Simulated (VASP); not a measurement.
# Sn2GeO3 (Pmmn) in VASP: further runs

The runs below take Sn2GeO3 through equation of state, with PBE.

Program: VASP 6.6.1. These are calculated values, not measurements. Logs are shortened: lines on timing, memory, paths and dates and some standing lists are left out, and cuts for length are marked.

### Step 1. Starting point

Symmetry: Pmmn, No. 59, orthorhombic system. The conventional cell has a = 3.990 Å, b = 10.748 Å, c = 4.921 Å, α = 90.00°, β = 90.00°, γ = 90.00°. Sn (site symmetry m) has 4 O at 2.22 to 2.28 Å as nearest neighbours. Around Ge (site symmetry mm2) lie 4 O at 2.04 to 2.18 Å. O (site symmetry m) has 1 Ge at 2.04 Å and 3 Sn at 2.25 to 2.28 Å as nearest neighbours. O (site symmetry mm2) has 2 Ge at 2.18 Å and 2 Sn at 2.22 Å as nearest neighbours.

The cell was built by a generator and needn't be a form met in nature.

### Step 2. Equation of state, PBE, 17.59 Å³/atom

Input file INCAR:

```
ALGO     = Normal         # electronic algorithm
EDIFF    = 1E-6           # SCF threshold, eV
EDIFFG   = -0.02          # ionic threshold
ENCUT    = 520            # plane-wave cutoff, eV
GGA      = PE             # functional
IBRION   = 2              # ionic algorithm
ISIF     = 4              # what is computed and relaxed
ISMEAR   = 0              # smearing method
KPAR     = 8            
LASPH    = T              # aspherical terms in the spheres
LCHARG   = F              # write CHGCAR
LREAL    = F              # projectors in reciprocal space
LWAVE    = F              # write WAVECAR
NELM     = 100            # most SCF steps
NSW      = 30             # ionic steps
PREC     = Accurate       # precision mode
SIGMA    = 0.03           # smearing width, eV
```

Input file KPOINTS:

```
k-points
0
Gamma
  6 4 6
```

Input file POSCAR:

```
Sn2GeO3
1.0
    3.9898500000      0.0000000000      0.0000000000
    0.0000000000     10.7483700000      0.0000000000
    0.0000000000      0.0000000000      4.9208400000
Sn Ge O
4 2 6
Direct
    0.0000000000      0.3340430000      0.2590280000
    0.0000000000      0.6659570000      0.2590280000
    0.5000000000      0.1659570000      0.7409720000
    0.5000000000      0.8340430000      0.7409720000
    0.0000000000      0.0000000000      0.2972840000
    0.5000000000      0.5000000000      0.7027160000
    0.0000000000      0.1607250000      0.5166060000
    0.0000000000      0.8392750000      0.5166060000
    0.0000000000      0.5000000000      0.5260370000
    0.5000000000      0.3392750000      0.4833940000
    0.5000000000      0.6607250000      0.4833940000
    0.5000000000      0.0000000000      0.4739630000
```

Potentials or basis: VASP PAW PBE potentials, release 64 (Sn_d, Ge_d, O).

The run is started by

```console
$ cat potpaw_PBE.64/Sn_d/POTCAR potpaw_PBE.64/Ge_d/POTCAR potpaw_PBE.64/O/POTCAR > POTCAR
$ mpirun -np 8 vasp_std > vasp.out
```

OUTCAR:

```text
EDIFF = 1E-6
   EDIFFG = -0.02
   ENCUT = 520
   GGA = PE
   IBRION = 2
   ISIF = 4
   ISMEAR = 0
   LASPH = T
   LREAL = F
   NELM = 100
   NSW = 30
   PREC = Accurate

 ion  position               nearest neighbor table
   1  0.000  0.334  0.259-   9 2.22   7 2.25  10 2.28  10 2.28   2 3.57   3 3.59   3 3.59   3 3.71
                             3 3.71
   2  0.000  0.666  0.259-   9 2.22   8 2.25  11 2.28  11 2.28   1 3.57   4 3.59   4 3.59   4 3.71
                             4 3.71
   3  0.500  0.166  0.741-  12 2.22  10 2.25   7 2.28   7 2.28   4 3.57   1 3.59   1 3.59   1 3.71
                             1 3.71
   4  0.500  0.834  0.741-  12 2.22  11 2.25   8 2.28   8 2.28   3 3.57   2 3.59   2 3.59   2 3.71
                             2 3.71
   5  0.000  0.000  0.297-   7 2.04   8 2.04  12 2.18  12 2.18
   6  0.500  0.500  0.703-  10 2.04  11 2.04   9 2.18   9 2.18
   7  0.000  0.161  0.517-   5 2.04   1 2.25   3 2.28   3 2.28
   8  0.000  0.839  0.517-   5 2.04   2 2.25   4 2.28   4 2.28
   9  0.000  0.500  0.526-   6 2.18   6 2.18   1 2.22   2 2.22
  10  0.500  0.339  0.483-   6 2.04   3 2.25   1 2.28   1 2.28
  11  0.500  0.661  0.483-   6 2.04   4 2.25   2 2.28   2 2.28
  12  0.500  0.000  0.474-   5 2.18   5 2.18   3 2.22   4 2.22

  LATTYP: Found a simple orthorhombic cell.
 ALAT       =     3.9898500000
 B/A-ratio  =     1.2333395992
 C/A-ratio  =     2.6939283432

  Lattice vectors:

 A1 = (  -3.9898500000,   0.0000000000,   0.0000000000)
 A2 = (   0.0000000000,   0.0000000000,   4.9208400000)
 A3 = (   0.0000000000,  10.7483700000,   0.0000000000)

Analysis of symmetry for initial positions (statically):
=====================================================================
 Subroutine PRICEL returns:
 Original cell was already a primitive cell.

 Routine SETGRP: Setting up the symmetry group for a
 simple orthorhombic supercell.

 Subroutine GETGRP returns: Found  8 space group operations
 (whereof  4 operations were pure point group operations)
 out of a pool of  8 trial point group operations.

The static configuration has the point symmetry C_2v.
 The point group associated with its full space group is D_2h.

Analysis of symmetry for dynamics (positions and initial velocities):
=====================================================================
 Subroutine PRICEL returns:
 Original cell was already a primitive cell.

 Routine SETGRP: Setting up the symmetry group for a
 simple orthorhombic supercell.

 Subroutine GETGRP returns: Found  8 space group operations
 (whereof  4 operations were pure point group operations)
[... 135 lines left out ...]
   NUPDOWN=      -1.0000    fix difference up-down
   EMIN   =  10.00;   EMAX   =-10.00  energy-range for DOS
   EFERMI =   0.00;   METHOD = LEGACY
   ISMEAR =     0;   SIGMA  =   0.03  broadening in eV -4-tet -1-fermi 0-gaus
   EFERMI_NEDOS =   21; number of points for ismear=-14 and -15
   IALGO  =     38    algorithm
   IMIX   =      4    mixing-type and parameters
     AMIX     =   0.40;   BMIX     =  1.00
     AMIX_MAG =   1.60;   BMIX_MAG =  1.00
  volume/ion in A,a.u.               =      17.59       118.67
  Fermi-wavevector in a.u.,A,eV,Ry     =   1.356300  2.563035 25.028594  1.839550
  Thomas-Fermi vector in A             =   2.483315
   LORBIT       =      0    0 simple, 1 ext, 2 COOP (PROOUT), +10 PAW based schemes
   GGA     = PE    functional components
   LHFCALC =     F    Hartree Fock is set to
   AEXX    =    0.0000 exact exchange contribution
   IVDW    =     0    specifies the selected vdW correction
   LEPSILON=     F    determine dielectric tensor
   LRPA    =     F    only Hartree local field effects (RPA)
 conjugate gradient relaxation of ions
 non-spin polarized calculation
 Gauss-broadening in eV      SIGMA  =   0.03
  energy-cutoff  :      520.00
  volume of cell :      211.03
 maximum number of plane-waves:      5728
 NGX is ok and might be reduce to    30
   NGX = 15   NGY = 39   NGZ = 19

 number of electron     119.9999946 magnetization

 Free energy of the ion-electron system (eV)
  ---------------------------------------------------
  ext. energy  EPLUGINS =         0.00000000
  ---------------------------------------------------
  free energy    TOTEN  =       -68.58869559 eV

  energy without entropy =      -68.58869559  energy(sigma->0) =      -68.58869559

 E-fermi :   5.8414     XC(G=0):  -9.9908

 val. band max:        5.6846539189   @ k =   0.0000   0.5000   0.0000
 cond. band min:       6.3375877050   @ k =   0.5000   0.5000   0.0000
 fundamental gap:      0.6529337861
 Fermi energy:         5.8414217563

 k-point     1 :       0.0000    0.0000    0.0000
  band No.  band energies     occupation
      1     -18.9700      2.00000
      2     -18.9696      2.00000
      3     -18.9215      2.00000
      4     -18.9206      2.00000
      5     -18.9148      2.00000
      6     -18.9148      2.00000
[... 1789 lines left out ...]
     71      11.0101      0.00000
     72      11.0101      0.00000

 [... further k-points ...]
[... 5 lines left out ...]
  --------------------------------------------------------------------------------------
  -------------------------------------------------------------------------------------
  Total        0.0684169     -0.0501225      0.0908781      0.0000000      0.0000000      0.0000000
  in kB        0.5194399     -0.3805440      0.6899722      0.0000000      0.0000000      0.0000000
  external PRESSURE =       0.2762893 kB  Pullay stress =       0.0000000 kB

 VOLUME and BASIS-vectors are now :
 -----------------------------------------------------------------------------
  energy-cutoff  :      520.00
  volume of cell :      211.03
      direct lattice vectors                 reciprocal lattice vectors
     3.989850000  0.000000000  0.000000000     0.250635989  0.000000000  0.000000000
     0.000000000 10.748370000  0.000000000     0.000000000  0.093037363  0.000000000
     0.000000000  0.000000000  4.920840000     0.000000000  0.000000000  0.203217337

 POSITION                                       TOTAL-FORCE (eV/Angst)
 -----------------------------------------------------------------------------------
      0.00000      3.59042      1.27464         0.000000      0.000626      0.008470
      0.00000      7.15795      1.27464         0.000000     -0.000626      0.008470
      1.99493      1.78377      3.64620        -0.000000     -0.000626     -0.008470
      1.99493      8.96460      3.64620        -0.000000      0.000626     -0.008470
      0.00000      0.00000      1.46289         0.000000      0.000000     -0.000334
      1.99493      5.37418      3.45795         0.000000      0.000000      0.000334
      0.00000      1.72753      2.54214         0.000000     -0.002665     -0.000959
      0.00000      9.02084      2.54214         0.000000      0.002665     -0.000959
      0.00000      5.37418      2.58854         0.000000      0.000000      0.002004
      1.99493      3.64665      2.37870         0.000000      0.002665      0.000959
      1.99493      7.10172      2.37870         0.000000     -0.002665      0.000959
      1.99493      0.00000      2.33230         0.000000      0.000000     -0.002004
 -----------------------------------------------------------------------------------
    total drift:                                0.000000     -0.000000      0.000000

  FREE ENERGIE OF THE ION-ELECTRON SYSTEM (eV)
  ---------------------------------------------------
  free  energy   TOTEN  =       -68.5886955876 eV

  energy  without entropy=      -68.5886955876  energy(sigma->0) =      -68.58869559

 reached required accuracy - stopping structural energy minimisation
```

CONTCAR:

```text
Sn2GeO3
   1.00000000000000
     3.9898500000000001    0.0000000000000000    0.0000000000000000
     0.0000000000000000   10.7483699999999995    0.0000000000000000
     0.0000000000000000    0.0000000000000000    4.9208400000000001
  Sn              Ge              O
     4     2     6
Direct
     0.0000000000000000    0.3340430000000012    0.2590280000000007
     0.0000000000000000    0.6659569999999988    0.2590280000000007
     0.5000000000000000    0.1659569999999988    0.7409719999999993
     0.5000000000000000    0.8340430000000012    0.7409719999999993
     0.0000000000000000    0.0000000000000000    0.2972839999999977
     0.5000000000000000    0.5000000000000000    0.7027160000000023
     0.0000000000000000    0.1607249999999993    0.5166060000000030
     0.0000000000000000    0.8392750000000007    0.5166060000000030
     0.0000000000000000    0.5000000000000000    0.5260370000000023
     0.5000000000000000    0.3392750000000007    0.4833939999999970
     0.5000000000000000    0.6607249999999993    0.4833939999999970
     0.5000000000000000    0.0000000000000000    0.4739629999999977

  0.00000000E+00  0.00000000E+00  0.00000000E+00
  0.00000000E+00  0.00000000E+00  0.00000000E+00
  0.00000000E+00  0.00000000E+00  0.00000000E+00
  0.00000000E+00  0.00000000E+00  0.00000000E+00
  0.00000000E+00  0.00000000E+00  0.00000000E+00
  0.00000000E+00  0.00000000E+00  0.00000000E+00
  0.00000000E+00  0.00000000E+00  0.00000000E+00
  0.00000000E+00  0.00000000E+00  0.00000000E+00
  0.00000000E+00  0.00000000E+00  0.00000000E+00
  0.00000000E+00  0.00000000E+00  0.00000000E+00
  0.00000000E+00  0.00000000E+00  0.00000000E+00
  0.00000000E+00  0.00000000E+00  0.00000000E+00
```

Wall time 2.5 min (8 MPI ranks of Intel Xeon Platinum 8488C (Sapphire Rapids), shared host); peak memory 0.68 GiB.

What came out:

* Free energy: -68.5887 eV
* Pressure: 0.0 GPa
* Largest force: 0.008 eV/Å
* Band gap on the k mesh: 0.65 eV, indirect (least direct gap 2.11 eV)

Caveat: spin-orbit coupling is left out, which moves the levels of the heavy elements.

### Step 3. Equation of state, PBE, 17.06 Å³/atom (volume scaled by 0.97)

INCAR is that of step 2.

KPOINTS is that of step 2.

POSCAR: that of step 2 with these lines changed.

```diff
@@ -2,5 +2,5 @@
 1.0
-    3.9898500000      0.0000000000      0.0000000000
-    0.0000000000     10.7483700000      0.0000000000
-    0.0000000000      0.0000000000      4.9208400000
+    3.9495457293      0.0000000000      0.0000000000
+    0.0000000000     10.6397931827      0.0000000000
+    0.0000000000      0.0000000000      4.8711311469
 Sn Ge O
```

Potentials or basis: VASP PAW PBE potentials, release 64 (Sn_d, Ge_d, O).

The run is started by

```console
$ cat potpaw_PBE.64/Sn_d/POTCAR potpaw_PBE.64/Ge_d/POTCAR potpaw_PBE.64/O/POTCAR > POTCAR
$ mpirun -np 8 vasp_std > vasp.out
```

Wall time 7.3 min (8 MPI ranks of Intel Xeon Platinum 8488C (Sapphire Rapids), shared host); peak memory 0.72 GiB.

The run converged. Its results:

```yaml
Free_energy: -68.5651 eV
Pressure: 0.8 GPa
Largest_force: 0.010 eV/Å
Band_gap_on_the_k_mesh: 0.47 eV, indirect (least direct gap 2.15 eV)
```

Caveat: spin-orbit coupling is left out, which moves the levels of the heavy elements.

### Step 4. Equation of state, PBE, 18.11 Å³/atom (volume scaled by 1.03)

INCAR is that of step 3.

KPOINTS is that of step 3.

POSCAR: that of step 3 with these lines changed.

```diff
@@ -2,5 +2,5 @@
 1.0
-    3.9495457293      0.0000000000      0.0000000000
-    0.0000000000     10.6397931827      0.0000000000
-    0.0000000000      0.0000000000      4.8711311469
+    4.0293560346      0.0000000000      0.0000000000
+    0.0000000000     10.8547964264      0.0000000000
+    0.0000000000      0.0000000000      4.9695643569
 Sn Ge O
```

The run is started by

```console
$ cat potpaw_PBE.64/Sn_d/POTCAR potpaw_PBE.64/Ge_d/POTCAR potpaw_PBE.64/O/POTCAR > POTCAR
$ mpirun -np 8 vasp_std > vasp.out
```

Wall time 8 min (8 MPI ranks of Intel Xeon Platinum 8488C (Sapphire Rapids), shared host); peak memory 0.71 GiB.

Results (log left out):

* Free energy: -68.5876 eV
* Pressure: -0.4 GPa
* Largest force: 0.015 eV/Å
* Band gap on the k mesh: 0.84 eV, indirect (least direct gap 2.08 eV)

Caveat: spin-orbit coupling is left out, which moves the levels of the heavy elements.

### Step 5. Equation of state, PBE, 16.53 Å³/atom (volume scaled by 0.94)

INCAR is that of step 4.

KPOINTS is that of step 4.

POSCAR: that of step 4 with these lines changed.

```diff
@@ -2,5 +2,5 @@
 1.0
-    4.0293560346      0.0000000000      0.0000000000
-    0.0000000000     10.8547964264      0.0000000000
-    0.0000000000      0.0000000000      4.9695643569
+    3.9084016359      0.0000000000      0.0000000000
+    0.0000000000     10.5289539433      0.0000000000
+    0.0000000000      0.0000000000      4.8203865072
 Sn Ge O
```

The run is started by

```console
$ cat potpaw_PBE.64/Sn_d/POTCAR potpaw_PBE.64/Ge_d/POTCAR potpaw_PBE.64/O/POTCAR > POTCAR
$ mpirun -np 8 vasp_std > vasp.out
```

Wall time 9.1 min (8 MPI ranks of Intel Xeon Platinum 8488C (Sapphire Rapids), shared host); peak memory 0.71 GiB.

The run converged. Its results:

```yaml
Free_energy: -68.5066 eV
Pressure: 1.9 GPa
Largest_force: 0.016 eV/Å
Band_gap_on_the_k_mesh: 0.28 eV, indirect (least direct gap 2.02 eV)
```

Caveat: spin-orbit coupling is left out, which moves the levels of the heavy elements.

### Step 6. Equation of state, PBE, 18.64 Å³/atom (volume scaled by 1.06)

INCAR is that of step 5.

KPOINTS is that of step 5.

POSCAR: that of step 5 with these lines changed.

```diff
@@ -2,5 +2,5 @@
 1.0
-    3.9084016359      0.0000000000      0.0000000000
-    0.0000000000     10.5289539433      0.0000000000
-    0.0000000000      0.0000000000      4.8203865072
+    4.0681022195      0.0000000000      0.0000000000
+    0.0000000000     10.9591758721      0.0000000000
+    0.0000000000      0.0000000000      5.0173515611
 Sn Ge O
```

Potentials or basis: VASP PAW PBE potentials, release 64 (Sn_d, Ge_d, O).

The run is started by

```console
$ cat potpaw_PBE.64/Sn_d/POTCAR potpaw_PBE.64/Ge_d/POTCAR potpaw_PBE.64/O/POTCAR > POTCAR
$ mpirun -np 8 vasp_std > vasp.out
```

It took 20 min on 8 MPI ranks of Intel Xeon Platinum 8488C (Sapphire Rapids), shared host; peak memory 0.72 GiB.

It converged, with:

```
Free energy            : -68.5727 eV
Pressure               : -0.8 GPa
Largest force          : 0.011 eV/Å
Band gap on the k mesh : 1.02 eV, indirect (least direct gap 2.17 eV)
```

Caveat: spin-orbit coupling is left out, which moves the levels of the heavy elements.
